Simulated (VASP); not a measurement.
Output of a VASP run:

### OSZICAR
```
...
DAV:  13    -0.454463448849E+02   -0.14025E-01   -0.32775E-03  2960   0.686E-01    0.142E-01
DAV:  14    -0.454442865148E+02    0.20584E-02   -0.47994E-03  2808   0.586E-01    0.836E-02
DAV:  15    -0.454436767454E+02    0.60977E-03   -0.29363E-04  3824   0.170E-01    0.743E-02
DAV:  16    -0.454447563561E+02   -0.10796E-02   -0.18943E-03  2816   0.368E-01    0.347E-02
DAV:  17    -0.454448653005E+02   -0.10894E-03   -0.12898E-04  4160   0.653E-02    0.336E-02
DAV:  18    -0.454448241009E+02    0.41200E-04   -0.18152E-05  2904   0.360E-02    0.268E-02
DAV:  19    -0.454447710149E+02    0.53086E-04   -0.44582E-05  2928   0.671E-02    0.832E-03
DAV:  20    -0.454447837491E+02   -0.12734E-04   -0.63070E-06  3992   0.232E-02    0.919E-03
DAV:  21    -0.454447661975E+02    0.17552E-04   -0.67137E-06  2880   0.279E-02    0.532E-03
DAV:  22    -0.454447777569E+02   -0.11559E-04   -0.18535E-06  3008   0.133E-02    0.261E-03
DAV:  23    -0.454447739562E+02    0.38007E-05   -0.17887E-07  2296   0.339E-03    0.180E-03
DAV:  24    -0.454447746885E+02   -0.73232E-06   -0.10838E-07  1664   0.316E-03    0.106E-03
DAV:  25    -0.454447738068E+02    0.88172E-06   -0.23464E-08  1552   0.146E-03    0.274E-04
DAV:  26    -0.454447742329E+02   -0.42609E-06   -0.78130E-09  1488   0.830E-04    0.222E-04
DAV:  27    -0.454447741453E+02    0.87582E-07   -0.19791E-09  1448   0.416E-04
   1 F= -.45444774E+02 E0= -.45444416E+02  d E =-.454448E+02
       N       E                     dE             d eps       ncg     rms          rms(c)
DAV:   1    -0.454501070159E+02   -0.53328E-02   -0.36352E-01  2688   0.579E+00    0.400E-01
DAV:   2    -0.454453194452E+02    0.47876E-02   -0.13840E-02  3184   0.873E-01    0.191E-01
DAV:   3    -0.454455182556E+02   -0.19881E-03   -0.31874E-03  3192   0.568E-01    0.454E-02
DAV:   4    -0.454457340074E+02   -0.21575E-03   -0.57712E-04  3656   0.192E-01    0.195E-02
DAV:   5    -0.454457218843E+02    0.12123E-04   -0.22114E-04  2824   0.142E-01    0.133E-02
DAV:   6    -0.454457594973E+02   -0.37613E-04   -0.53676E-05  2840   0.702E-02    0.423E-03
DAV:   7    -0.454457621349E+02   -0.26376E-05   -0.48886E-06  3344   0.168E-02    0.719E-04
DAV:   8    -0.454457623069E+02   -0.17196E-06   -0.34995E-07  2616   0.662E-03    0.257E-04
DAV:   9    -0.454457621092E+02    0.19767E-06   -0.34218E-08  1656   0.244E-03    0.136E-04
DAV:  10    -0.454457622905E+02   -0.18133E-06   -0.94356E-09  1496   0.103E-03    0.397E-05
DAV:  11    -0.454457621490E+02    0.14152E-06   -0.34546E-09  1488   0.558E-04    0.403E-05
DAV:  12    -0.454457621981E+02   -0.49089E-07   -0.12689E-09  1472   0.269E-04
   2 F= -.45445762E+02 E0= -.45445569E+02  d E =-.988053E-03
       N       E                     dE             d eps       ncg     rms          rms(c)
DAV:   1    -0.454471026173E+02   -0.13405E-02   -0.10012E-01  2688   0.304E+00    0.210E-01
DAV:   2    -0.454457826625E+02    0.13200E-02   -0.38154E-03  3176   0.459E-01    0.101E-01
DAV:   3    -0.454458212139E+02   -0.38551E-04   -0.89580E-04  3144   0.301E-01    0.237E-02
DAV:   4    -0.454458890698E+02   -0.67856E-04   -0.15797E-04  3648   0.101E-01    0.103E-02
DAV:   5    -0.454458803273E+02    0.87425E-05   -0.60604E-05  2816   0.742E-02    0.702E-03
DAV:   6    -0.454458936589E+02   -0.13332E-04   -0.15033E-05  2816   0.373E-02    0.224E-03
DAV:   7    -0.454458947024E+02   -0.10435E-05   -0.13602E-06  3344   0.884E-03    0.368E-04
DAV:   8    -0.454458947848E+02   -0.82422E-07   -0.89878E-08  1800   0.343E-03
   3 F= -.45445895E+02 E0= -.45445771E+02  d E =-.112064E-02
```

**OUTCAR**
```
------------------------ aborting loop because EDIFF is reached ----------------------------------------
  FORCE on cell =-STRESS in cart. coord.  units (eV):
  Direction    XX          YY          ZZ          XY          YZ          ZX
  --------------------------------------------------------------------------------------
  Total        1.7619536      1.7619535      1.7601761      0.0000000      0.0000000      0.0000000
  in kB       63.8276214     63.8276186     63.7632292      0.0000000      0.0000000      0.0000000
  external PRESSURE =      63.8061564 kB  Pullay stress =       0.0000000 kB
  volume of cell :       44.23
      direct lattice vectors                 reciprocal lattice vectors
     1.584575913 -2.744565930  0.000000000     0.315541840 -0.182178171 -0.000000000
     1.584575913  2.744565930  0.000000000     0.315541840  0.182178171 -0.000000000
     0.000000000  0.000000000  5.084867929     0.000000000  0.000000000  0.196661942
 POSITION                                       TOTAL-FORCE (eV/Angst)
 -----------------------------------------------------------------------------------
      1.58458      0.91486      1.27122         0.000000     -0.000000      0.000000
      1.58458     -0.91486      3.81365        -0.000000      0.000000      0.000000
 -----------------------------------------------------------------------------------
    total drift:                               -0.000000      0.001101     -0.000018
  FREE ENERGIE OF THE ION-ELECTRON SYSTEM (eV)
  ---------------------------------------------------
  free  energy   TOTEN  =       -45.4458947848 eV

  energy  without entropy=      -45.4455222753  energy(sigma->0) =      -45.44577061

 reached required accuracy - stopping structural energy minimisation
```
(Selected blocks of OUTCAR.)

File POSCAR:
```
Zr
1
    1.5904252842    -2.7546973439     0.0000000000
    1.5904252842     2.7546973439     0.0000000000
    0.0000000000     0.0000000000     5.0475337721
Zr
2
Direct
  0.3333330000   0.6666670000   0.2500000000
  0.6666670000   0.3333330000   0.7500000000
```

Task: Reconstruct the remaining input files.

Result: This is not unique; one that fits is the input of the run itself, r2SCAN meta-GGA, plane waves, VASP's PBE PAW potentials (set 64).

**INCAR**
```
LMIXTAU = .True.
METAGGA = R2SCAN
PREC = Accurate
LREAL = .False.
ALGO = Normal   # blocked Davidson
SYSTEM = Zr
IBRION = 2
ISMEAR = 1   # Methfessel-Paxton
EDIFFG = -0.01
NSW = 30
LASPH = .True.   # aspherical one-centre terms
LMAXMIX = 4
ENCUT = 520
LCHARG = .False.
NELM = 100   # most electronic steps
ISIF = 4   # ions and shape, fixed volume
EDIFF = 1E-7
LWAVE = .False.
SIGMA = 0.1
```

### KPOINTS
```
Automatic mesh
0
Gamma
13 13 7
0 0 0
```

POTCAR, in this order: Zr_sv (PBE.64 set). Program: vasp_std.

The compound is Zr in the hcp structure. This cell is one point of a volume scan, at 0.94 of the reference volume. Symmetry was kept, so distortions that lower it aren't found.
